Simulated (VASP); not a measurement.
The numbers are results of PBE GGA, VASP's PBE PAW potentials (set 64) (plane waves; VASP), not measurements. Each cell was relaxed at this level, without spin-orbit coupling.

Q: Which of these comes out without a gap?
A) GaN, P6_3mc (186)
B) ZnO, P6_3mc (186)
C) HfN, Fm-3m (225)
D) NaH, Fm-3m (225)

A: C, HfN, Fm-3m (225). The others have gaps of 0.72 eV (ZnO, P6_3mc (186)), 1.72 eV (GaN, P6_3mc (186)), 3.79 eV (NaH, Fm-3m (225)).
